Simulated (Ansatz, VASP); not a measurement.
## BN in two plane-wave programs

One calculation is typed for both programs; each brings its own data sets. How far apart do they land? The cell is taken from a series of runs on this material, whose earlier steps may have relaxed, scaled, displaced or heated it; both programs get it as it stands.

Calculated with Ansatz 0.2.0; plane waves, with VASP 6.6.1 beside it; zone-centre phonons at LDA.

## (1) The structure

The structure is cubic, space group F-43m (No. 216). Conventional cell: a = 3.598 Å, b = 3.598 Å, c = 3.598 Å, α = 90.00°, β = 90.00°, γ = 90.00°. B has 4 N at 1.56 Å nearest. N has 4 B at 1.56 Å nearest. Farther neighbours and most contacts between anions are not listed.

Structure file:

```cif
data_structure
_symmetry_space_group_name_H-M 'F-43m'
_symmetry_Int_Tables_number 216
_cell_length_a 3.5977
_cell_length_b 3.5977
_cell_length_c 3.5977
_cell_angle_alpha 90.000
_cell_angle_beta 90.000
_cell_angle_gamma 90.000
_cell_volume 46.57
loop_
_atom_site_label
_atom_site_type_symbol
_atom_site_symmetry_multiplicity
_atom_site_Wyckoff_symbol
_atom_site_fract_x
_atom_site_fract_y
_atom_site_fract_z
_atom_site_occupancy
B1 B 4 a 0.00000 0.00000 0.00000 1
N1 N 4 c 0.25000 0.25000 0.25000 1
```

## (2) Ansatz: zone-centre phonons, LDA

Ansatz runs on its PAW soft_1 files.

Second derivatives magnify differences that forces hide, and they need a tight electronic threshold.

The input, input.yaml:

```yaml
crystal:
  lattice:
    - [0.0, 1.7988305591, 1.7988305591]
    - [1.7988305591, 0.0, 1.7988305591]
    - [1.7988305591, 1.7988305591, 0.0]
  atoms:
    - { symbol: B, position: [0.0, 0.0, 0.0] }
    - { symbol: "N", position: [0.75, 0.75, 0.75] }
kpoints:
  mp_grid: { grid: [12, 12, 12] }
hamiltonian:
  xc: lda
  pseudopotentials: { kind: paw, azcp: { folder: soft_1 }, xc_functional: pbe }
scf:
  occupations: { method: fixed }
  lower_state_search: "off"
output:
  eigenvalues: true
phonons:
  method: dfpt
  dielectric: true
  rigid_motions: translations
  qmesh: [4, 4, 4]
  temperatures: { t_max: 1000, t_step: 50 }
  qpath:
    path:
      - [[0.0, 0.0, 0.0], [-0.5, -0.5, 0.0], [-0.375, -0.375, 0.25]]
      - [[-0.375, 0.0, 0.375], [0.0, 0.0, 0.0], [0.0, 0.0, 0.5], [-0.5, -0.25, 0.25], [-0.5, -0.5, 0.0]]
    npoints: 10
```

On the command line:

```bash
$ ansatz run input.yaml --threads 8 --pin off --max-ram 16384MiB --backend cpu --events-out ev --progress --plain --runs-dir out
```

Numbers of over 12 decimals in the logs are rounded to 6 here.

What it wrote:

```text
Warning: phonons: the dynamical matrix that this run interpolates holds no multipole term above the dipole-dipole one, and a site of this crystal is no centre of inversion, so its interpolated transverse optical and acoustic branches and sound speeds can stay off near Gamma, and the density of states and the thermodynamics with them. What a run solves at a wave vector of phonons.qpoints, Gamma apart, where the deck admits one, is free of this, and under fd what a larger phonons.supercell samples
Engine: ansatz 0.2.0, aarch64-unknown-linux-gnu
Pseudopotentials: kind: paw
Pseudopotential: B, paw, valence charge 3, recommended cutoff 420 eV (normal), soft_1/B.paw.azcp
Pseudopotential: N, paw, valence charge 5, recommended cutoff 420 eV (normal), soft_1/N.paw.azcp
Functional definition: SPW92
  exchange = slater_x
  correlation = pw_c
Crystal: 2 atoms, lattice volume = 11.641 Å³
Basis set: ecut = 420 eV, 259 PW (Γ), exchange–correlation on 36×36×36 points (8 copies of the dense FFT grid, shifted against one another)
Bands: 8, of which v1, the nominal top of the filled ones, is band 4 counted from 1 (3 counted from 0)
Symmetry: 24 space group operations
k-points: 280 of 1728 (irreducible under 4 space group operations, time reversal used)
Non-local potential: B, projectors of the file, l = 0: 2, l = 1: 2, l = 2: 1
Non-local potential: N, projectors of the file, l = 0: 2, l = 1: 2, l = 2: 1
PAW form: soft (Blöchl's): semilocal exchange-correlation on the pseudo side does not see the compensation charge
PAW frozen core: B, regenerated for the run's functional, and the local potential with it (the file was generated under x = pbe(κ = 0.804, μ = 0.219515), c = pbe(β = 0.066725))
PAW frozen core: N, regenerated for the run's functional, and the local potential with it (the file was generated under x = pbe(κ = 0.804, μ = 0.219515), c = pbe(β = 0.066725))
PAW one-centre angular grid: B, 110 points (default); XC on 64 Gauss nodes
PAW one-centre angular grid: N, 110 points (default); XC on 64 Gauss nodes
Initial density: superposition of atomic densities (chi_scale 0.1, normalization cell, long waves kept (reshape's long-wave potential 0.00 eV rms))
Initial wavefunctions: pseudopotential atomic-orbital guess
Functional: x = slater, c = lda
SCF iter   1: F=—  HF=-527.221706 eV  |F-HF|=—  |Δ(HF+E_count)|=         —  Δρ=1.46e-1  dr2=2.00e0  ethr=3.10e-3  ⟨swp⟩=3.9  Hψ=12694  notcnv=0  defer=448
preconditioner: auto → none  [insulator: Δε(μ)=5.832 eV  Ē_g=20.434 eV  n_scr=0 (ndim 8)  ℏωp=30.8 eV  f_vac=0.000  ε∞_Penn≈3.3]
SCF iter   2: F=—  HF=-526.551369 eV  |F-HF|=—  |Δ(HF+E_count)|=   6.70e-1  Δρ=6.42e-2  dr2=2.68e-1  ethr=3.10e-3  ⟨swp⟩=2.0  Hψ=6557  notcnv=0  defer=79
SCF iter   3: F=—  HF=-526.477802 eV  |F-HF|=—  |Δ(HF+E_count)|=   7.36e-2  Δρ=2.17e-2  dr2=3.38e-2  ethr=3.10e-3  ⟨swp⟩=3.0  Hψ=3951  notcnv=0  defer=451
SCF iter   4: F=—  HF=-526.468027 eV  |F-HF|=—  |Δ(HF+E_count)|=   9.78e-3  Δρ=2.87e-3  dr2=3.28e-4  ethr=4.22e-4  ⟨swp⟩=3.0  Hψ=3936  notcnv=0  defer=535
SCF iter   5: F=—  HF=-526.468006 eV  |F-HF|=—  |Δ(HF+E_count)|=   2.06e-5  Δρ=1.73e-4  dr2=1.57e-6  ethr=4.10e-6  ⟨swp⟩=3.0  Hψ=3605  notcnv=0  defer=543
SCF iter   6: F=—  HF=-526.468007 eV  |F-HF|=—  |Δ(HF+E_count)|=   3.38e-7  Δρ=1.47e-5  dr2=5.50e-9  ethr=1.96e-8  ⟨swp⟩=2.5  Hψ=3367  notcnv=0  defer=51
SCF iter   7: F=—  HF=-526.468006 eV  |F-HF|=—  |Δ(HF+E_count)|=   4.39e-7  Δρ=6.54e-7  dr2=3.13e-11  ethr=1.25e-12  ⟨swp⟩=4.8  Hψ=11622  notcnv=0
SCF iter   8: F=-526.468006 eV  HF=-526.468006 eV  |F-HF|=1.14e-13  |Δ(HF+E_count)|=  7.28e-12  Δρ=6.65e-8  dr2=2.40e-13  ethr=1.00e-12  ⟨swp⟩=4.0  Hψ=8575  notcnv=0
SCF 1 converged in 8 iterations: F = -526.468006 eV  dr2 = 2.40e-13
  greatest PAW one-centre occupation: 0.782 electrons in one spin orbital (limit 2), on the N atom at site 1 (counted from 0), in its partial waves of l = 0
NSCF: frozen V_eff on 1 k-points
DFPT response loops at Γ: preconditioner auto → none (the input reference at scf.mixing.eps_inf says where Resta's filter doesn't serve); β = 0.50; Broyden in place of MSR1
NSCF: frozen V_eff on 72 k-points
NSCF: frozen V_eff on 1872 k-points
DFPT response loops at q = (0, 0, 0.25) (fractional): mixed as the last ones told, above
NSCF: frozen V_eff on 952 k-points
DFPT response loops at q = (0, 0, -0.5) (fractional): mixed as the last ones told, above
NSCF: frozen V_eff on 1020 k-points
DFPT response loops at q = (0, 0.25, 0.25) (fractional): mixed as the last ones told, above
NSCF: frozen V_eff on 3456 k-points
DFPT response loops at q = (0, 0.25, -0.5) (fractional): mixed as the last ones told, above
NSCF: frozen V_eff on 1872 k-points
DFPT response loops at q = (0, 0.25, -0.25) (fractional): mixed as the last ones told, above
NSCF: frozen V_eff on 560 k-points
DFPT response loops at q = (0, -0.5, -0.5) (fractional): mixed as the last ones told, above
NSCF: frozen V_eff on 1020 k-points
DFPT response loops at q = (0.25, -0.5, -0.25) (fractional): mixed as the last ones told, above
SCF converged after 8 iterations
Free energy (F): -526.468006 eV
Harris-Foulkes:  -526.468006 eV  (|F-HF|=1.14e-13)
Internal energy: -526.468006 eV  (E = F + TS)
E sigma→0 (E₀):  -526.468006 eV
Fermi energy:    11.144045 eV
--- Per-component energies (eV) ---
  E_band       = 25.995741
  E_kinetic    = 184.057130
  E_local      = -158.564483  (includes V_loc(G=0)·N_el)
  E_nonlocal   = 44.074386
  E_hartree    = 48.145891
  E_xc         = -92.568303
  E_vxc        = -114.915720  (∫ρ·V_xc dr)
  E_paw        = -191.627523  (= ΣΔE_a)
  E_vpaw       = -24.948248  (= ΣTr[D̂ρ^β])
  E_aug_tail   = 0.000899  (compensation charges beyond the density's cutoff)
  E_ewald      = -360.111880
  E_core_change = 0.125878  (= ΣΔE_core)
  E_smearing   = -0.000000  (= −TS)
  E_closure    = 0.000000  (closes the sum)
  Σ components = -526.468006   (vs F -526.468006, Δ=0.00e0)
--- Band table (eV; the first three rows and the last of 280) ---
  k-point 0: bands = ["-9.0948", "11.1440", "11.1440", "11.1440", "19.9037", "19.9037", "19.9037", "21.7907"]
  k-point 1: bands = ["-8.9230", "10.2319", "10.9602", "10.9602", "20.1510", "20.1820", "20.1820", "22.3169"]
  k-point 2: bands = ["-8.4136", "8.1225", "10.5107", "10.5107", "20.5448", "20.8263", "20.8263", "23.5629"]
  k-point 279: bands = ["-3.0025", "3.5786", "4.0135", "4.4836", "20.6473", "24.5337", "25.4847", "26.0260"]
--- Phonons (Γ-DFPT): 2 representative perturbations + reference, on 280 of 1728 k-points (Σ response iterations 6) ---
  k mesh reduced under 4 symmetry operations, with k and −k counted as one. Each operation leaves every solved perturbation unchanged. A smaller set is not considered because the run solves the response to a homogeneous field
  ASR residual: 4.151e-6 → 0.000e0 eV/Å²; symmetrization residual: 4.127e-7 eV/Å²
  ASR residual per site (eV/Å²): 4.15e-6 9.16e-7
  Γ frequencies (cm⁻¹): 0.00 0.00 0.00 1047.17 1047.17 1047.17
  ε∞ (high-frequency dielectric tensor):
        4.579734     0.000000     0.000000
       -0.000000     4.579734    -0.000000
        0.000000     0.000000     4.579734
  ε⁰ (static dielectric tensor: ions relaxed, cell fixed):
        6.823229     0.000000     0.000000
       -0.000000     6.823229     0.000000
        0.000000     0.000000     6.823229
  ε⁰ − ε∞ (ionic part):
        2.243495     0.000000     0.000000
        0.000000     2.243495     0.000000
        0.000000     0.000000     2.243495
  softest optical mode at Γ: 1047.17 cm⁻¹; the repairs (sum rule, projections) moved no ω² at Γ by more than (0.41 cm⁻¹)²
  Born effective charges Z* (e; rows j = field, columns β = displacement):
    site 0:
         1.88443   -0.00000    0.00000
         0.00000    1.88443   -0.00000
        -0.00000   -0.00000    1.88443
    site 1:
        -1.88443    0.00000   -0.00000
        -0.00000   -1.88443    0.00000
         0.00000    0.00000   -1.88443
  Z* charge neutrality: 8.365e-7 e pre-enforcement
  k-mesh period / interband length: 30.5 Å / 1.30 Å = 23.56 at k = (0.0000, -0.5000, -0.5000), direct gap 9.369 eV — 14 or more, which is no proof of convergence
  optical modes at Γ without the LO–TO term, one row a degenerate level:
      ω (cm⁻¹)  modes    IR ((D/Å)²/amu)
       1047.17      3            40.2830
  optical modes at Γ + LO–TO along q̂ = [1.0000, 0.0000, 0.0000]:
      ω (cm⁻¹)  modes    IR ((D/Å)²/amu)
       1047.17      2            26.8553
       1278.18      1            13.4277
  optical modes at Γ + LO–TO along q̂ = [0.0000, 1.0000, 0.0000]:
      ω (cm⁻¹)  modes    IR ((D/Å)²/amu)
       1047.17      2            26.8553
       1278.18      1            13.4277
  optical modes at Γ + LO–TO along q̂ = [0.0000, 0.0000, 1.0000]:
      ω (cm⁻¹)  modes    IR ((D/Å)²/amu)
       1047.17      2            26.8553
       1278.18      1            13.4277
--- Phonons (arbitrary-q DFPT): 8 irreducible q on the 4×4×4 mesh ---
  q = [0.0000, 0.0000, 0.0000] (star 1, of the zone-centre solve; hermiticity 3.35e-8, symmetrization 1.84e-15): -0.00 -0.00 0.00 1047.17 1047.17 1047.17
  q = [0.0000, 0.0000, 0.2500] (star 8, 2 solved perturbations on 936 of 1728 k-point pairs; hermiticity 8.99e-9, symmetrization 5.39e-15): 352.44 352.44 627.11 1015.51 1015.51 1242.90
  q = [0.0000, 0.0000, -0.5000] (star 4, 2 solved perturbations on 476 of 1728 k-point pairs; hermiticity 3.89e-9, symmetrization 4.29e-15): 486.24 486.24 966.13 987.35 987.35 1137.05
  q = [0.0000, 0.2500, 0.2500] (star 6, 4 solved perturbations in 1608 linear systems a pass and spin channel, the states on 510 of 1728 k-point pairs; hermiticity 1.01e-8, symmetrization 1.80e-12): 472.53 472.53 647.49 996.04 996.04 1254.29
  q = [0.0000, 0.2500, -0.5000] (star 24, 4 solved perturbations in 5328 linear systems a pass and spin channel, the states on 1728 of 1728 k-point pairs; hermiticity 6.93e-9, symmetrization 2.13e-15): 604.61 719.85 880.81 948.61 988.77 1124.29
  q = [0.0000, 0.2500, -0.2500] (star 12, 4 solved perturbations in 2892 linear systems a pass and spin channel, the states on 936 of 1728 k-point pairs; hermiticity 3.66e-9, symmetrization 2.61e-15): 531.42 690.39 782.47 963.94 1024.55 1140.42
  q = [0.0000, -0.5000, -0.5000] (star 3, 4 solved perturbations in 886 linear systems a pass and spin channel, the states on 280 of 1728 k-point pairs; hermiticity 1.03e-8, symmetrization 2.96e-15): 702.08 702.08 905.88 905.88 1009.18 1151.41
  q = [0.2500, -0.5000, -0.2500] (star 6, 4 solved perturbations in 1544 linear systems a pass and spin channel, the states on 510 of 1728 k-point pairs; hermiticity 7.63e-9, symmetrization 2.10e-15): 784.85 808.57 872.79 971.93 975.24 1002.09
  sum rule: each row above includes the acoustic sum rule's correction from the zone centre's row sums; it moved no ω² by more than (0.32 cm⁻¹)²
  mesh force constants: q→R imaginary residual 2.02e-18; ASR residual 4.151e-6 → 0.000e0 eV/Å²; symmetrization residual 2.842e-14 eV/Å²
  interpolated dispersion: 63 rows × 6 modes
  density of states and harmonic sums: on the 32×32×32 q-mesh, interpolated from the force constants of a 4×4×4 supercell (with the dipole–dipole term)
  largest difference from the sums on the solved wave vectors: F 5.34e-3 eV, S 9.49e-6 and C_V 3.94e-6 eV/K
  zero-point energy: 0.316299 eV/cell   skipped modes (ω ≤ 0): 3   left out of the sums: 1.53e-5 of the cell's modes: C_V's classical limit lies that fraction below 3 k_B per atom; for a crystal, a wire or a layer, F and S can be off by more, and a phonons.interpolated_qmesh denser along its periods is the remedy for the sampling
```

In the SCF lines HF is the Harris–Foulkes energy and dr2 the Hartree energy of the density residual, in eV; the loop may stop once dr2 is under the threshold and the program's other checks hold. Hψ counts applications of the Hamiltonian.

(Continued in part 2 of 2.)

[Lines on the potential files, build, host, timing and source positions are cut from VASP's logs without a mark.]

[Logs are printed without paths, hosts, clocks, repeated set-up lines and the standing remarks that a program may print on its own settings, such as how far it seeks lower states.]

[Hosts, paths, dates, database ids (printed as entryN), source tags and the programs' standing remarks are cut or masked in the printed files.]
